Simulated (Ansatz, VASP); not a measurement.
# Cross-check of Ba7Ti25O57 between VASP and Ansatz, part 2 of 3

Wanted: the spread between two codes on one cell, functional and k mesh. Of the first pair: The structure shown is frame 56 of Ansatz's trajectory.

VASP 6.6.1 and Ansatz 0.2.0.

So far: Set-up; Ansatz: dynamics, PBE.

## 3. VASP: single point, PBE, pair 1

Level of this step: PBE, no spin polarisation; plane waves and PAW (Ba_sv, Ti_sv, O) (VASP).

The same cell, functional and mesh now go to VASP, with its own data sets.

Lines of VASP's logs that name or quote its potential files are left out, and so is its time.

The input, INCAR:

```
SYSTEM = Ba7Ti25O57
PREC = Accurate
ENCUT = 520
EDIFF = 1E-06
NELM = 120
ISMEAR = 0
SIGMA = 0.01
LREAL = Auto
ALGO = Normal
GGA = PE
NBANDS = 424
LASPH = .TRUE.
LORBIT = 11
LWAVE = .FALSE.
LCHARG = .FALSE.
ISIF = 2
GGA_COMPAT = .FALSE.
EFERMI = MIDGAP
NCORE = 2
```

The input, POSCAR:

```
Ba7Ti25O57
1.0
   10.8850200000      0.0000000000      0.0000000000
    0.0000000000     10.8850200000      0.0000000000
    0.0000000000      0.0000000000     10.8850200000
Ba Ti O
7 25 57
Direct
    0.1449331283      0.1165271171      0.8923640012
    0.5538529098      0.3723098350      0.1905922084
    0.2672572030      0.7906370406      0.4223878321
    0.5985198006      0.7151479740      0.4278908077
    0.7634804530      0.0512171774      0.7161585371
    0.0804775738      0.4608076053      0.7285517160
    0.9700763067      0.9566633777      0.2690854036
    0.5375185346      0.0381166043      0.4157364892
    0.3072571295      0.4826817038      0.3954701048
    0.5942570615      0.7682852213      0.8288179535
    0.4241517241      0.9807239674      0.6789881874
    0.7632875273      0.6625343821      0.1249056042
    0.3589336538      0.3798706847      0.9216243976
    0.2381070499      0.7092407731      0.7720518658
    0.4300129903      0.6581705867      0.1205234350
    0.1016810259      0.6759381241      0.0816167540
    0.9656298289      0.8063375171      0.6035909902
    0.7930623922      0.5744132762      0.6281109268
    0.8381702560      0.1633070036      0.0243545717
    0.6072565783      0.9303703622      0.1856312620
    0.2857045738      0.9132734712      0.1114926753
    0.0745519990      0.3356172060      0.1153511891
    0.4956352859      0.0980705594      0.9611557903
    0.0103261179      0.1325583233      0.5474771751
    0.4719146129      0.5158098010      0.6734852118
    0.7165811363      0.4198981720      0.8851981898
    0.3339819311      0.2492508052      0.6056856120
    0.0024694488      0.6167742457      0.3549189620
    0.6568660416      0.3105001185      0.5563609438
    0.8369575802      0.2758378028      0.3205322544
    0.2586674163      0.1505830949      0.3241519079
    0.8983630715      0.8429566505      0.9189418118
    0.5786392675      0.9106184463      0.7438387803
    0.6386207834      0.9248490127      0.3594756831
    0.0828202429      0.5170041029      0.1122735650
    0.6597874878      0.5029848360      0.5576563020
    0.3482124975      0.0190353348      0.9938263779
    0.3263016513      0.8616336947      0.7441603231
    0.6276240191      0.1340374202      0.5189701075
    0.1490580633      0.5518869051      0.3960672557
    0.3153875693      0.3416346502      0.3096549202
    0.3293241537      0.5578032930      0.7718038185
    0.4143217008      0.5183453958      0.0490858078
    0.7196311996      0.2531368799      0.9535949406
    0.4610372788      0.8416153576      0.1898664403
    0.6280558051      0.0097289670      0.0336150048
    0.1229304126      0.9268609520      0.0805602562
    0.9930914229      0.7665397032      0.4467607777
    0.4503896180      0.9151935412      0.5094248793
    0.4789977419      0.7499572807      0.9543023348
    0.6020751455      0.6391719997      0.1873492194
    0.9189234379      0.5272934730      0.5330996176
    0.3278083090      0.3314647102      0.7673481537
    0.4303529070      0.2464304154      0.0123086591
    0.2423054804      0.3684880689      0.5470453890
    0.0758014225      0.7297092702      0.2380978629
    0.9635811418      0.3664761296      0.2547262201
    0.7035632456      0.3620572126      0.3685891252
    0.1338444945      0.6818177642      0.8885422351
    0.8937420418      0.0228662878      0.9549086727
    0.2722457102      0.7383358046      0.1000457509
    0.7464846183      0.8310503793      0.1498297660
    0.8498376668      0.6040778979      0.2607344773
    0.5772428530      0.6542110166      0.7117763679
    0.4970868221      0.3399166928      0.6001275147
    0.3838118809      0.1589891429      0.4484879219
    0.4101600181      0.5609727865      0.5219283015
    0.8125019522      0.7406049782      0.6098840425
    0.7483495667      0.2864211549      0.6899665779
    0.2105186761      0.3577944735      0.9887625379
    0.2738258634      0.9808893323      0.2741749671
    0.9843711817      0.8758826350      0.7791349947
    0.9661810451      0.2781437241      0.9940560513
    0.5081662689      0.0975744647      0.8033885101
    0.0283233288      0.1926960171      0.6997414796
    0.1288927352      0.7014594369      0.6408899570
    0.5424335463      0.4441425004      0.8356805959
    0.8232231085      0.1558931449      0.1919518751
    0.9412936311      0.9707285793      0.5489378981
    0.8769023851      0.2105646108      0.4699669821
    0.3790897950      0.5953411202      0.2894344705
    0.3055851069      0.0920990499      0.6676974411
    0.5298474417      0.0829672339      0.2443817283
    0.9323547407      0.7210735488      0.0315755047
    0.7390340119      0.5012393179      0.0241892068
    0.7617349348      0.7610551014      0.8817163404
    0.1493061106      0.1968852607      0.1847952507
    0.8404394296      0.4950013872      0.7725755212
    0.1266603093      0.1132657542      0.4195858161
```

The input, KPOINTS:

```
Automatic mesh
0
Gamma
1 1 1
0 0 0
```

The projector-augmented-wave data sets are Ba_sv, Ti_sv and O (PBE family, release 64).

Launch:

```
$ mpirun -np 8 vasp_gam
```

Numbers of over 12 decimals in the logs are rounded to 6 here.

Output:

```text
[banner, memory and clock lines left out]
running    8 mpi-ranks, on    1 nodes
[...]
LDA part: xc-table for (Slater+PW92), standard interpolation
 POSCAR, INCAR and KPOINTS ok, starting setup
[...]
entering main loop
       N       E                     dE             d eps       ncg     rms          rms(c)
DAV:   1     0.133376478069E+05    0.13338E+05   -0.38922E+05   856   0.200E+03
DAV:   2     0.235867825038E+04   -0.10979E+05   -0.10501E+05   848   0.615E+02
DAV:   3    -0.616470628783E+03   -0.29751E+04   -0.28337E+04  1048   0.273E+02
DAV:   4    -0.955672530979E+03   -0.33920E+03   -0.33784E+03  1176   0.102E+02
[...]
DAV:  19    -0.752435340393E+03   -0.19680E-04   -0.41605E-05  1128   0.147E-02    0.143E-02
DAV:  20    -0.752435343032E+03   -0.26389E-05   -0.15012E-05  1088   0.925E-03    0.651E-03
DAV:  21    -0.752435343514E+03   -0.48244E-06   -0.58359E-06   880   0.503E-03
   1 F= -.75243534E+03 E0= -.75243534E+03  d E =0.000000E+00
```

OUTCAR, selected parts (step 3):

```text
  Total      -15.7009282     -4.2518451    -13.3995411    -16.3755347      5.4169183      3.3888060
  in kB      -19.5051015     -5.2820234    -16.6461120    -20.3431583      6.7293818      4.2098788
  external PRESSURE =     -13.8110790 kB  Pullay stress =       0.0000000 kB

  FREE ENERGIE OF THE ION-ELECTRON SYSTEM (eV)
  ---------------------------------------------------
  free  energy   TOTEN  =      -752.4353435141 eV

  energy  without entropy=     -752.4353435141  energy(sigma->0) =     -752.43534351

[... 3 further parts left out ...]
[key lines of the parts left out:]
E-fermi :   3.5740
```

Harder data sets than Ba_sv exist (the GW ones), and pressures, volumes and forces can shift noticeably with them.

## 4. Side by side

Known differences besides the potentials themselves: fixed occupations in Ansatz, narrow Gaussian smearing in VASP; the cutoff is 420 eV in Ansatz and 520 eV in VASP (PREC = Accurate, projectors in real space). Total energies have different zeros and are not compared.

Forces on 9 of the 89 atoms, those with the largest forces and the largest differences (eV/Å; atoms numbered as in POSCAR):

| atom | Ansatz x, y, z | VASP x, y, z |
| --- | --- | --- |
| Ba4 | -0.154, -1.210, 0.063 | -0.132, -1.393, 0.143 |
| Ti8 | -1.529, 2.252, -0.628 | -1.605, 2.289, -0.610 |
| Ti10 | -1.512, 0.309, 2.034 | -1.482, 0.316, 2.070 |
| Ti11 | 0.734, -2.413, 0.880 | 0.833, -2.422, 0.852 |
| Ti18 | 0.839, -2.560, 0.226 | 0.794, -2.558, 0.289 |
| Ti20 | -2.072, 0.494, -0.898 | -2.043, 0.513, -0.889 |
| Ti27 | 1.989, 1.928, -0.371 | 2.054, 1.887, -0.352 |
| O34 | 2.375, -1.133, -0.005 | 2.495, -0.970, -0.073 |
| O69 | -1.320, 0.208, -0.996 | -1.266, 0.325, -0.904 |

The forces differ by 50 meV/Å r.m.s., which is 6.4 % of the r.m.s. force of 0.786 eV/Å (both taken over all components).

## 5. Ansatz: dynamics, PBE

One frame of this run of dynamics is then solved in both programs, so the motion causes no difference.

The structure compared here is frame 113 of Ansatz's trajectory.

The input, input.yaml:

```yaml
crystal:
  lattice:
    - [10.88502, 0.0, 0.0]
    - [0.0, 10.88502, 0.0]
    - [0.0, 0.0, 10.88502]
  atoms:
    - { symbol: Ba, position: [0.14333, 0.10967, 0.88624] }
    - { symbol: Ba, position: [0.54721, 0.36149, 0.18802] }
    - { symbol: Ba, position: [0.26112, 0.79238, 0.42016] }
    - { symbol: Ba, position: [0.60695, 0.71486, 0.42739] }
    - { symbol: Ba, position: [0.75806, 0.05755, 0.71673] }
    - { symbol: Ba, position: [0.08775, 0.44584, 0.72672] }
    - { symbol: Ba, position: [0.97027, 0.9543, 0.26341] }
    - { symbol: Ti, position: [0.53098, 0.06191, 0.42516] }
    - { symbol: Ti, position: [0.30067, 0.48438, 0.39796] }
    - { symbol: Ti, position: [0.58917, 0.75322, 0.83434] }
    - { symbol: Ti, position: [0.42215, 0.97371, 0.70194] }
    - { symbol: Ti, position: [0.75399, 0.65413, 0.12369] }
    - { symbol: Ti, position: [0.36465, 0.37598, 0.93693] }
    - { symbol: Ti, position: [0.23364, 0.71326, 0.7779] }
    - { symbol: Ti, position: [0.43261, 0.65761, 0.11674] }
    - { symbol: Ti, position: [0.09877, 0.67027, 0.07655] }
    - { symbol: Ti, position: [0.97616, 0.81587, 0.61449] }
    - { symbol: Ti, position: [0.80204, 0.5702, 0.61744] }
    - { symbol: Ti, position: [0.8307, 0.16448, 0.03403] }
    - { symbol: Ti, position: [0.61295, 0.94549, 0.1879] }
    - { symbol: Ti, position: [0.2778, 0.91202, 0.11605] }
    - { symbol: Ti, position: [0.08275, 0.34017, 0.10657] }
    - { symbol: Ti, position: [0.48887, 0.10616, 0.96622] }
    - { symbol: Ti, position: [0.02659, 0.13306, 0.54164] }
    - { symbol: Ti, position: [0.4707, 0.51625, 0.67584] }
    - { symbol: Ti, position: [0.71809, 0.41191, 0.87041] }
    - { symbol: Ti, position: [0.33879, 0.25205, 0.61843] }
    - { symbol: Ti, position: [0.99305, 0.62519, 0.35878] }
    - { symbol: Ti, position: [0.65279, 0.3135, 0.54343] }
    - { symbol: Ti, position: [0.85121, 0.2683, 0.3175] }
    - { symbol: Ti, position: [0.26283, 0.17017, 0.32118] }
    - { symbol: Ti, position: [0.8887, 0.85311, 0.93548] }
    - { symbol: O, position: [0.56746, 0.88026, 0.73099] }
    - { symbol: O, position: [0.652, 0.95281, 0.35582] }
    - { symbol: O, position: [0.08056, 0.5081, 0.10222] }
    - { symbol: O, position: [0.67394, 0.48735, 0.55533] }
    - { symbol: O, position: [0.35836, 0.01239, 0.00997] }
    - { symbol: O, position: [0.32162, 0.85102, 0.75458] }
    - { symbol: O, position: [0.61959, 0.14447, 0.52964] }
    - { symbol: O, position: [0.14499, 0.54543, 0.3907] }
    - { symbol: O, position: [0.33594, 0.34689, 0.31006] }
    - { symbol: O, position: [0.32987, 0.57274, 0.75478] }
    - { symbol: O, position: [0.40067, 0.51536, 0.02925] }
    - { symbol: O, position: [0.72558, 0.26788, 0.96263] }
    - { symbol: O, position: [0.47592, 0.85458, 0.19719] }
    - { symbol: O, position: [0.61249, 0.02821, 0.041] }
    - { symbol: O, position: [0.11768, 0.92536, 0.06034] }
    - { symbol: O, position: [0.0127, 0.77122, 0.45944] }
    - { symbol: O, position: [0.45777, 0.94067, 0.52514] }
    - { symbol: O, position: [0.49557, 0.73961, 0.9634] }
    - { symbol: O, position: [0.59907, 0.61255, 0.17167] }
    - { symbol: O, position: [0.92022, 0.54778, 0.50069] }
    - { symbol: O, position: [0.33304, 0.32007, 0.7786] }
    - { symbol: O, position: [0.46195, 0.25834, 0.99764] }
    - { symbol: O, position: [0.2353, 0.3426, 0.53254] }
    - { symbol: O, position: [0.07722, 0.72081, 0.23528] }
    - { symbol: O, position: [0.96234, 0.35974, 0.23826] }
    - { symbol: O, position: [0.70676, 0.3151, 0.37358] }
    - { symbol: O, position: [0.1547, 0.68262, 0.91682] }
    - { symbol: O, position: [0.86709, 0.01725, 0.97289] }
    - { symbol: O, position: [0.27664, 0.75011, 0.1013] }
    - { symbol: O, position: [0.73528, 0.82102, 0.14517] }
    - { symbol: O, position: [0.84483, 0.62439, 0.26939] }
    - { symbol: O, position: [0.5698, 0.64553, 0.71265] }
    - { symbol: O, position: [0.48558, 0.34261, 0.58965] }
    - { symbol: O, position: [0.38576, 0.15341, 0.43744] }
    - { symbol: O, position: [0.3905, 0.55726, 0.52524] }
    - { symbol: O, position: [0.81996, 0.72911, 0.61663] }
    - { symbol: O, position: [0.72751, 0.29847, 0.69569] }
    - { symbol: O, position: [0.20458, 0.34475, 0.97595] }
    - { symbol: O, position: [0.27599, 0.99966, 0.25986] }
    - { symbol: O, position: [0.9509, 0.86151, 0.78573] }
    - { symbol: O, position: [0.97298, 0.24886, 0.01591] }
    - { symbol: O, position: [0.48585, 0.08649, 0.805] }
    - { symbol: O, position: [0.03309, 0.20968, 0.67963] }
    - { symbol: O, position: [0.11418, 0.71993, 0.6663] }
    - { symbol: O, position: [0.54967, 0.44239, 0.82239] }
    - { symbol: O, position: [0.8217, 0.1616, 0.19814] }
    - { symbol: O, position: [0.97245, 0.98194, 0.56506] }
    - { symbol: O, position: [0.90154, 0.19716, 0.45414] }
    - { symbol: O, position: [0.3715, 0.59708, 0.28643] }
    - { symbol: O, position: [0.31624, 0.09668, 0.66265] }
    - { symbol: O, position: [0.5358, 0.11216, 0.25497] }
    - { symbol: O, position: [0.93476, 0.72808, 0.0355] }
    - { symbol: O, position: [0.74308, 0.52305, 0.00271] }
    - { symbol: O, position: [0.7401, 0.79475, 0.89023] }
    - { symbol: O, position: [0.16883, 0.21963, 0.18984] }
    - { symbol: O, position: [0.82982, 0.50787, 0.7673] }
    - { symbol: O, position: [0.13838, 0.12174, 0.42783] }
kpoints:
  mp_grid: { grid: [1, 1, 1] }
hamiltonian:
  xc: pbe
scf:
  occupations: { method: fixed }
output:
  forces: true
md:
  timestep: 1.0
  n_steps: 169
  ensemble: nve
  temperature: 400
  initial_velocities: maxwell_boltzmann
  seed: 2586
```

Launch:

```
$ ansatz run input.yaml --threads 4 --pin off --max-ram 8192MiB --backend cpu --events-out ev --progress --plain --runs-dir out
```

Output:

```text
[...]
Crystal: 89 atoms, lattice volume = 1289.697 Å³
Basis set: ecut = 420 eV, 25269 PW (Γ), exchange–correlation on 150×150×150 points (8 copies of the dense FFT grid, shifted against one another)
Bands: 445, of which v1, the nominal top of the filled ones, is band 356 counted from 1 (355 counted from 0)
Symmetry: 1 space group operations
k-points: 1
[...]
atom   8  Ti    -1.46992819    -1.54156135    -1.65721772
[...]
atom  86  O     -0.48149544    -0.33333948     0.52367949
  atom  87  O     -0.09441826    -1.04671046     0.89210326
  atom  88  O     -1.25531015     0.37672898    -0.15024424
  atom  89  O     -0.95235847    -0.66669935     0.11871951
  max |Σ_I F_I| component: 8.66e-5 eV/Å
--- MD trajectory: 169 steps, t = 0.0 → 169.0 fs ---
[...]
conserved energy: peak-to-peak 6.587e-3 eV (7.401e-5 eV/atom) over 169.0 fs
[key lines of the parts left out:]
SCF converged after 10 iterations
Free energy (F): -136601.945526 eV
Fermi energy:    6.400983 eV
```

## 6. VASP: single point, PBE, pair 2

The same cell, functional and mesh now go to VASP, with its own data sets.

INCAR is that of step 3.

The input, POSCAR:

```
Ba7Ti25O57
1.0
   10.8850200000      0.0000000000      0.0000000000
    0.0000000000     10.8850200000      0.0000000000
    0.0000000000      0.0000000000     10.8850200000
Ba Ti O
7 25 57
Direct
    0.1516028450      0.1181164573      0.8926487962
    0.5517674749      0.3832606647      0.1908494426
    0.2643908785      0.7798975105      0.4238577421
    0.5889653855      0.6990432723      0.4300405511
    0.7591166576      0.0517683936      0.7179040553
    0.0757830486      0.4610924004      0.7237745085
    0.9689830611      0.9469895324      0.2703072663
    0.5331547393      0.0521634319      0.4063198781
    0.2997881492      0.4673027702      0.3968940801
    0.5917214667      0.7656485702      0.8294242914
    0.4142573923      0.9746054670      0.6817167079
    0.7706370774      0.6652537157      0.1359023686
    0.3493608647      0.3953139268      0.9285789094
    0.2330266734      0.7160942286      0.7666131987
    0.4486165391      0.6535679310      0.1187227952
    0.1162882567      0.6756808899      0.0718877871
    0.9591805987      0.7981978903      0.6117949255
    0.7992635751      0.5639493543      0.6350286908
    0.8242244847      0.1627098526      0.0295176307
    0.6077342991      0.9380873898      0.1859711787
    0.2752222780      0.9138155006      0.1095450445
    0.0934587167      0.3515381690      0.1259437282
    0.4950013872      0.1020760642      0.9419367167
    0.0142305664      0.1284609491      0.5566365519
    0.4816987015      0.5174634498      0.6789973744
    0.7088273609      0.4171880254      0.8845918519
    0.3372065462      0.2565268598      0.6179317998
    0.0032135908      0.6214412100      0.3529713312
    0.6612298370      0.3059066497      0.5479457089
    0.8533838247      0.2841703552      0.3225166330
    0.2513546140      0.1649606523      0.3220113514
    0.9017714253      0.8409355242      0.9257217718
    0.5772887877      0.8978577899      0.7286711462
    0.6463929327      0.9299477631      0.3492322476
    0.1174917455      0.5258694977      0.1212492030
    0.6587309899      0.5073118837      0.5625713136
    0.3668711679      0.9938263779      0.9880937288
    0.3300131741      0.8507839214      0.7471644517
    0.6416984075      0.1424159074      0.5110785281
    0.1534218587      0.5549002207      0.3906928972
    0.3215244437      0.3404311614      0.2892599187
    0.3328611247      0.5742203505      0.7570587835
    0.4048407812      0.5108121069      0.0361873474
    0.7181153549      0.2530358235      0.9243345442
    0.4730170454      0.8329612624      0.1951581164
    0.6401733759      0.0438125056      0.0147450349
    0.1180705226      0.9375821083      0.0425538952
    0.9847956182      0.7597413693      0.4417538966
    0.4452816807      0.9299936978      0.5180973485
    0.5167560556      0.7196403865      0.9719871897
    0.6214963317      0.6229019331      0.1860079265
    0.9368747141      0.5350564354      0.5480192044
    0.2947628943      0.3138900985      0.7645002030
    0.4520340799      0.2692323946      0.0041690323
    0.2387317616      0.3594573092      0.5352769219
    0.0786034385      0.7290478107      0.2337156937
    0.9766909018      0.3916391518      0.2711249038
    0.7059794102      0.3517678424      0.3691679023
    0.1572987464      0.6672564681      0.8985468102
    0.8817990229      0.0249884704      0.9484410686
    0.2765727578      0.7414685504      0.1045381635
    0.7471460778      0.8273572304      0.1503442346
    0.8404945512      0.6077434860      0.2822410983
    0.5663287711      0.6659978576      0.7010184639
    0.4964345495      0.3424798485      0.6009727130
    0.3846846400      0.1568393995      0.4409638200
    0.4025624206      0.5608166085      0.5182075917
    0.8104900129      0.7295714661      0.6211380411
    0.7442981272      0.2945424078      0.6827272711
    0.1918324450      0.3554426175      0.9703886626
    0.2559113350      0.0016701853      0.2609365899
    0.9845549204      0.8246562707      0.7872838084
    0.9760018815      0.2578957136      0.0225631189
    0.5005319237      0.1036102828      0.7730164942
    0.0181993235      0.1972068035      0.7003294436
    0.1338996162      0.7304717860      0.6324930960
    0.5344592844      0.4297006344      0.8240499328
    0.8020655911      0.1648044744      0.2055209820
    0.9499201655      0.9669068132      0.5734486478
    0.8836180365      0.2000271933      0.4782352260
    0.4036005446      0.5918592708      0.2867794455
    0.2888189457      0.0838951146      0.6556993005
    0.5292778516      0.0845198263      0.2262650872
    0.9366358537      0.7196587604      0.0453834720
    0.7324745384      0.5105732465      0.0132475641
    0.7493785037      0.8118221188      0.8821021918
    0.1545977867      0.2077350340      0.1820024217
    0.8375087965      0.5190344161      0.8051340282
    0.1252363340      0.1323929584      0.4295903912
```

KPOINTS is that of step 3.

Launch:

```
$ mpirun -np 8 vasp_gam
```

Output:

```text
[... set-up lines as in an earlier step ...]
 entering main loop
       N       E                     dE             d eps       ncg     rms          rms(c)
DAV:   1     0.133469949320E+05    0.13347E+05   -0.38882E+05   856   0.200E+03
DAV:   2     0.237082963348E+04   -0.10976E+05   -0.10506E+05   848   0.615E+02
DAV:   3    -0.615958132871E+03   -0.29868E+04   -0.28335E+04  1056   0.274E+02
DAV:   4    -0.958096781764E+03   -0.34214E+03   -0.34093E+03  1192   0.102E+02
[...]
DAV:  19    -0.752238232592E+03   -0.17841E-04   -0.34406E-05  1136   0.128E-02    0.109E-02
DAV:  20    -0.752238237356E+03   -0.47643E-05   -0.10709E-05  1032   0.885E-03    0.570E-03
DAV:  21    -0.752238237994E+03   -0.63717E-06   -0.45078E-06   808   0.503E-03
   1 F= -.75223824E+03 E0= -.75223824E+03  d E =0.000000E+00
```

From OUTCAR (step 6):

```text
  Total      -19.6786934     -8.3588797    -16.3850151    -10.8329014      5.2937284     -1.8839245
  in kB      -24.4466384    -10.3841503    -20.3549357    -13.4576019      6.5763443     -2.3403800
  external PRESSURE =     -18.3952414 kB  Pullay stress =       0.0000000 kB

  FREE ENERGIE OF THE ION-ELECTRON SYSTEM (eV)
  ---------------------------------------------------
  free  energy   TOTEN  =      -752.2382379936 eV

  energy  without entropy=     -752.2382379936  energy(sigma->0) =     -752.23823799

[... 1 part as in an earlier step ...]

[... 2 further parts left out ...]
[key lines of the parts left out:]
E-fermi :   3.5318
```

The run ends at a pressure of -1.84 GPa, with forces up to 2.4 eV/Å.

(Continued in part 3 of 3.)

[Lines on the potential files, build, host, timing and source positions are cut from VASP's logs without a mark.]

[Logs are printed without paths, hosts, clocks, repeated set-up lines and the standing remarks that a program may print on its own settings, such as how far it seeks lower states.]

[Hosts, paths, dates, database ids (printed as entryN), source tags and the programs' standing remarks are cut or masked in the printed files.]
